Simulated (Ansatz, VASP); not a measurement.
# InGa2N3: VASP beside Ansatz, part 2 of 2

One calculation is typed for both programs; each brings its own data sets. How far apart do they land? The cell is taken from a series of runs on this material, whose earlier steps may have relaxed, scaled, displaced or heated it; both programs get it as it stands.

VASP 6.6.1 and Ansatz 0.2.0.

So far: The starting structure; VASP: G0W0 gap, HSE06 form with 5 % exact exchange, screening 0.2078 1/A with an exact-exchange share of 0.05.

## Step 3: Ansatz: G0W0 gap, HSE06 form with 5 % exact exchange, screening 0.2078 1/A with an exact-exchange share of 0.05

Level of this step: Ansatz beside VASP: Kohn-Sham DFT, plane waves, HSE06 form with 5 % exact exchange, screening 0.2078 1/A (Ansatz).

Ansatz runs on its PAW soft_1 files.

The same cell, functional and mesh now go to Ansatz, which takes its cutoff from its data sets.

input.yaml reads:

```yaml
crystal:
  lattice:
    - [5.0043409607, -2.8865205108, 0.0]
    - [5.0043409607, 2.8865205108, 0.0]
    - [0.0, 0.0, 5.390303]
  atoms:
    - { symbol: In, position: [0.325265, 0.674735, 0.989696] }
    - { symbol: In, position: [0.674735, 0.325265, 0.489696] }
    - { symbol: Ga, position: [0.007088, 0.333852, 0.992575] }
    - { symbol: Ga, position: [0.666148, 0.992912, 0.992575] }
    - { symbol: Ga, position: [0.992912, 0.666148, 0.492575] }
    - { symbol: Ga, position: [0.333852, 0.007088, 0.492575] }
    - { symbol: "N", position: [0.026825, 0.333679, 0.358883] }
    - { symbol: "N", position: [0.666321, 0.973175, 0.358883] }
    - { symbol: "N", position: [0.973175, 0.666321, 0.858883] }
    - { symbol: "N", position: [0.333679, 0.026825, 0.858883] }
    - { symbol: "N", position: [0.307445, 0.692555, 0.395389] }
    - { symbol: "N", position: [0.692555, 0.307445, 0.895389] }
kpoints:
  mp_grid: { grid: [3, 3, 2] }
hamiltonian:
  xc:
    exchange: pbe
    correlation: pbe
    exx: { coeff: 0.05, omega: 0.2078 }
  pseudopotentials: { kind: paw, azcp: { folder: soft_1 } }
scf:
  occupations: { method: fixed }
gw:
  n_empty_bands: 649
  ecut_chi: 150.0
  qp_bands: [v4, c4]
  qp_kpoints: band_edges
  screening: { model: contour_deformation }
```

The run is started by

```
ansatz run input.yaml --threads 2 --pin off --max-ram 92160MiB --backend cuda --events-out ev --progress --plain --runs-dir out --devices 1 --max-vram 13GiB
```

Numbers of over 12 decimals in the logs are rounded to 6 here.

What it wrote:

```text
GPUs: using 1 of 1 available (devices: 1).
Engine: ansatz 0.2.0, x86_64-unknown-linux-gnu
Pseudopotentials: kind: paw
Pseudopotential: In, paw, valence charge 13, recommended cutoff 420 eV (normal), soft_1/In.paw.azcp
Pseudopotential: Ga, paw, valence charge 13, recommended cutoff 420 eV (normal), soft_1/Ga.paw.azcp
Pseudopotential: N, paw, valence charge 5, recommended cutoff 420 eV (normal), soft_1/N.paw.azcp
Functional definition: unnamed
  parameter a_1 = 0.05
  parameter omega_1 = 0.2078/angstrom
  exchange = pbe_x + (-a_1)*pbe_x_sr(omega_1) + a_1*exact_x_sr(omega_1)
  correlation = pbe_c
davidson cushion auto → on  (no smearing: the cushion is to keep the highest requested band from converging to the state above it; pin scf.eigensolver.cushion to override)
device memory: the entry about to start is reckoned to put 2.4 GiB on a device that reports 33.9 GiB free (of which the cap on the GPU budget leaves the run 13.0 GiB)
GPU FFT provider: cuFFT
GPU libraries: cuBLAS 13.8.2, cuFFT 12.4.0, cuSOLVER 12.3.4
Crystal: 12 atoms, lattice volume = 155.727 Å³
Basis set: ecut = 420 eV, 3007 PW (Γ)
Bands: 66, of which v1, the nominal top of the filled ones, is band 54 counted from 1 (53 counted from 0)
Symmetry: 4 space group operations
Space group: Cmc21 (ITA 36), of the structure as read, at distance tolerance 5.4e-5 Å
k-points: 8 of 18
Non-local potential: In, projectors of the file, l = 0: 2, l = 1: 2, l = 2: 2, l = 3: 1
Non-local potential: Ga, projectors of the file, l = 0: 2, l = 1: 2, l = 2: 3, l = 3: 1
Non-local potential: N, projectors of the file, l = 0: 2, l = 1: 2, l = 2: 1
PAW form: soft (Blöchl's): semilocal exchange-correlation on the pseudo side does not see the compensation charge
PAW frozen core: In, regenerated for the run's functional, and the local potential with it (the file was generated under x = pbe(κ = 0.804, μ = 0.219515), c = pbe(β = 0.066725))
PAW frozen core: Ga, regenerated for the run's functional, and the local potential with it (the file was generated under x = pbe(κ = 0.804, μ = 0.219515), c = pbe(β = 0.066725))
PAW frozen core: N, regenerated for the run's functional, and the local potential with it (the file was generated under x = pbe(κ = 0.804, μ = 0.219515), c = pbe(β = 0.066725))
PAW one-centre angular grid: In, 590 points (default); XC on 64 Gauss nodes
PAW one-centre angular grid: Ga, 590 points (default); XC on 64 Gauss nodes
PAW one-centre angular grid: N, 110 points (default); XC on 64 Gauss nodes
Initial density: superposition of atomic densities (chi_scale 0.1, normalization cell, long waves kept (reshape's long-wave potential 0.03 eV rms))
Initial wavefunctions: pseudopotential atomic-orbital guess
GPU buffer pool allocated for 64000 grid points (all kernels)
GPU transforms: local potential and band sums: pruned to the plane-wave sphere, on 40×40×40
Functional: x = pbe(κ = 0.804, μ = 0.219515), c = pbe(β = 0.066725), warm-up for x = pbe(κ = 0.804, μ = 0.219515) + 0.05 (exact − pbe) at short range (hse, ω = 0.2078 Å⁻¹), c = pbe(β = 0.066725)
SCF iter   1: F=—  HF=-28638.366453 eV  |F-HF|=—  |Δ(HF+E_count)|=         —  Δρ=9.49e-2  dr2=1.40e1  ethr=1.00e-1  ⟨swp⟩=4.4  Hψ=1620  notcnv=0
preconditioner: auto → none  [insulator: Δε(μ)=1.692 eV  Ē_g=15.976 eV  n_scr=46 (ndim 8)  ℏωp=30.9 eV  f_vac=0.000]
SCF iter   2: F=—  HF=-28635.830730 eV  |F-HF|=—  |Δ(HF+E_count)|=    2.54e0  Δρ=6.02e-2  dr2=3.89e0  ethr=1.30e-2  ⟨swp⟩=3.6  Hψ=1399  notcnv=0
iter 3 solved again at ethr=2.72e-4 eV; its pass at ethr=3.60e-3 eV (dr2=2.94e-1 eV) is discarded
SCF iter   3: F=—  HF=-28634.919113 eV  |F-HF|=—  |Δ(HF+E_count)|=   9.12e-1  Δρ=1.93e-2  dr2=3.00e-1  ethr=2.72e-4  ⟨swp⟩=3.0  Hψ=2523  notcnv=0
SCF iter   4: F=—  HF=-28634.899332 eV  |F-HF|=—  |Δ(HF+E_count)|=   1.98e-2  Δρ=4.63e-3  dr2=1.78e-2  ethr=2.72e-4  ⟨swp⟩=2.0  Hψ=1168  notcnv=0
SCF iter   5: F=—  HF=-28634.894871 eV  |F-HF|=—  |Δ(HF+E_count)|=   4.46e-3  Δρ=1.02e-3  dr2=1.66e-3  ethr=1.65e-5  ⟨swp⟩=3.4  Hψ=1670  notcnv=0  defer=1
SCF iter   6: F=—  HF=-28634.894754 eV  |F-HF|=—  |Δ(HF+E_count)|=   1.17e-4  Δρ=5.74e-4  dr2=3.82e-4  ethr=1.53e-6  ⟨swp⟩=3.2  Hψ=1318  notcnv=0  defer=1
SCF iter   7: F=-28634.894767 eV  HF=-28634.894751 eV  |F-HF|=1.57e-5  |Δ(HF+E_count)|=   2.90e-6  Δρ=2.24e-4  dr2=2.79e-5  ethr=3.54e-7  ⟨swp⟩=3.0  Hψ=1248  notcnv=0
SCF 1 stopped early in 7 iterations: F = -28634.894767 eV  dr2 = 2.79e-5
  greatest PAW one-centre occupation: 0.995 electrons in one spin orbital (limit 2), on the Ga atom at site 5 (counted from 0), in its partial waves of l = 2
device memory: the entry about to start is reckoned to put 3.0 GiB on a device that reports 29.2 GiB free (of which the cap on the GPU budget leaves the run 13.0 GiB)
GPU FFT provider: cuFFT
GPU libraries: cuBLAS 13.8.2, cuFFT 12.4.0, cuSOLVER 12.3.4
Initial density: handed on by an earlier stage of this run
[...]
E_xc         = -854.199357
  E_vxc        = -813.305415  (∫ρ·V_xc dr)
  E_exx        = -67.533254  (= α·E_x^exact, valence–valence)
  E_paw        = -17149.583909  (= ΣΔE_a)
  E_vpaw       = -2297.917367  (= ΣTr[D̂ρ^β])
  E_aug_tail   = 0.004683  (compensation charges beyond the density's cutoff)
  E_ewald      = -9101.887418
  E_core_change = 0.291223  (= ΣΔE_core)
  E_smearing   = -0.000000  (= −TS)
  E_closure    = 0.000000  (closes the sum)
  Σ components = -28636.700042   (vs F -28636.700042, Δ=0.00e0)
--- Band table (eV; the first three rows and the last of 8) ---
  k-point 0: bands = [... 50 lower, 8.3205, 9.1886, 9.2251, 9.2274, 10.3276, 12.9036, 14.6330, 14.6696, ... 2 higher]
  k-point 1: bands = [... 50 lower, 8.7434, 8.7434, 8.7568, 8.7568, 12.7468, 12.7468, 15.1778, 15.1778, ... 2 higher]
  k-point 2: bands = [... 50 lower, 7.8498, 8.0517, 8.8188, 8.8463, 12.2271, 13.9070, 14.6920, 14.9641, ... 2 higher]
  k-point 7: bands = [... 50 lower, 7.9134, 7.9134, 7.9783, 7.9783, 13.4221, 13.4221, 13.9857, 13.9857, ... 2 higher]
  guard bands above this table: 6 of the run's 66 bands. The solve was not asked for them (output.publish_guard_bands: true or output.eigenvalues: true publishes all)
--- G₀W₀: contour deformation, 7 samples at zero and on the imaginary axis and 1 off it, 18 q-points, 649 empty bands' worth ---
  eigenvalues of the whole cell's RPA ε∞ on this k-mesh (on a slab, of 1 + 4πα/V) = 11.8012, 11.8599, 11.9336; static W/v taken at q = 0 is 0.084173
  bands read: the sum over 703 bands ends inside a degenerate multiplet in 4 slots, whose members it reads at an even weight; the widest, k=1: bands 703 to 704 (counted from 1) at 1/2 each
  gw.qp_kpoints: band_edges: 7 of 8 stored k-points solved, in 1 pass; an edge of the gap read off the rows below is read off those points alone
    valence top: of the k-points left out ik 5 came nearest to being solved in a further pass, in band 53 (counted from 1, as in the quasiparticle table): it holds the edge there only if its correction is more favourable than any solved in that band by at least 0.943 eV; those differ by 0.089 eV
    conduction bottom: of the k-points left out ik 5 came nearest to being solved in a further pass, in band 57 (counted from 1, as in the quasiparticle table): it holds the edge there only if its correction is more favourable than any solved in that band by at least 3.447 eV; those differ by 0.408 eV
    ik  band        ε_KS         Σx   Σc(E_QP)       V_xc       Z   E_QP_lin       E_QP  E_QP is
     0    51      8.3205   -22.1540     3.1455   -18.5992  0.7210     7.9019     7.9113  root
     0    52      9.1886   -23.0095     3.0509   -19.6096  0.7223     8.8332     8.8397  root
     0    53      9.2251   -23.1034     2.9221   -19.8502  0.7240     8.8884     8.8941  root
     0    54      9.2274   -23.0618     2.9129   -19.8167  0.7242     8.8895     8.8952  root
     0    55     10.3276   -11.3698    -3.5705   -15.1929  0.7579    10.5830    10.5801  root
     0    56     12.9036   -10.0494    -4.4568   -14.8289  0.7635    13.2317    13.2263  root
     0    57     14.6330    -7.0611    -4.3276   -11.4122  0.7715    14.6565    14.6565  root
     0    58     14.6696    -7.2268    -4.3570   -11.6301  0.7698    14.7160    14.7159  root
     1    51      8.7434   -22.6457     3.0688   -19.1986  0.7226     8.3575     8.3653  root
     1    52      8.7434   -22.6457     3.0688   -19.1986  0.7226     8.3575     8.3653  root
     1    53      8.7568   -22.6071     3.0623   -19.1678  0.7226     8.3722     8.3800  root
     1    54      8.7568   -22.6071     3.0623   -19.1678  0.7226     8.3722     8.3800  root
     1    55     12.7468   -11.0007    -4.1696   -15.5273  0.7504    13.1104    13.1037  root
     1    56     12.7468   -11.0007    -4.1696   -15.5273  0.7504    13.1104    13.1037  root
     1    57     15.1778    -8.9927    -4.7921   -14.1103  0.7585    15.5091    15.5033  root
     1    58     15.1778    -8.9927    -4.7921   -14.1103  0.7585    15.5091    15.5033  root
     2    51      7.8498   -21.6641     3.2492   -17.9614  0.7186     7.3840     7.3963  root
     2    52      8.0517   -21.6159     3.1400   -18.0606  0.7184     7.6265     7.6364  root
     2    53      8.8188   -22.6623     3.0271   -19.2643  0.7227     8.4405     8.4479  root
     2    54      8.8463   -22.6391     3.1060   -19.1553  0.7217     8.4608     8.4686  root
     2    55     12.2271   -12.0484    -3.7386   -16.1236  0.7447    12.5695    12.5637  root
     2    56     13.9070   -10.8908    -4.6330   -15.9423  0.7437    14.3355    14.3255  root
     2    57     14.6920   -10.2912    -4.7582   -15.4756  0.7474    15.1287    15.1181  root
     2    58     14.9641    -9.8250    -4.7216   -14.9227  0.7468    15.3479    15.3400  root
[...]
7    51      7.9134   -21.5503     3.2203   -17.8902  0.7183     7.4623     7.4737  root
     7    52      7.9134   -21.5503     3.2203   -17.8902  0.7183     7.4623     7.4737  root
     7    53      7.9783   -21.3930     3.1625   -17.8102  0.7171     7.5477     7.5579  root
     7    54      7.9783   -21.3930     3.1625   -17.8102  0.7171     7.5477     7.5579  root
     7    55     13.4221    -9.3630    -4.3651   -13.9737  0.7576    13.6707    13.6678  root
     7    56     13.4221    -9.3630    -4.3651   -13.9737  0.7576    13.6707    13.6678  root
     7    57     13.9857    -8.7374    -4.4119   -13.3727  0.7617    14.2115    14.2090  root
     7    58     13.9857    -8.7374    -4.4119   -13.3727  0.7617    14.2115    14.2090  root
```

## Step 4: Differences

Known differences besides the potentials themselves: exact exchange at q = 0 is treated differently, which shows on coarse meshes; VASP keeps PBE cores, Ansatz makes them for the functional; fixed occupations in Ansatz, narrow Gaussian smearing in VASP; the cutoff is 420 eV in Ansatz and 450 eV in VASP; Ansatz integrates over frequency by contour deformation, VASP on a grid of NOMEGA points; Ansatz's G0W0 levels solve the quasiparticle equation, VASP's are linearised. Total energies have different zeros and are not compared.

Compared:

```tsv
quantity	Ansatz	VASP	difference
G0W0 gap on the mesh (eV)	1.68	1.70	-0.01
Kohn-Sham gap under it (eV)	1.10	1.10	0.00
```

## Step 5: Outcome

```
difference in G0W0 gap on the mesh (G0W0 gap, HSE06 form with 5 % exact exchange, screening 0.2078 1/A with an exact-exchange share of 0.05) : -0.010 eV
```

**Reading.** The difference in G0W0 gap on the mesh is -0.010 eV (G0W0 gap, HSE06 form with 5 % exact exchange, screening 0.2078 1/A with an exact-exchange share of 0.05). How closely two codes agree says nothing of how well the functional describes the real material.

[Lines on the potential files, build, host, timing and source positions are cut from VASP's logs without a mark.]

[Logs are printed without paths, hosts, clocks, repeated set-up lines and the standing remarks that a program may print on its own settings, such as how far it seeks lower states.]

[Hosts, paths, dates, database ids (printed as entryN), source tags and the programs' standing remarks are cut or masked in the printed files.]
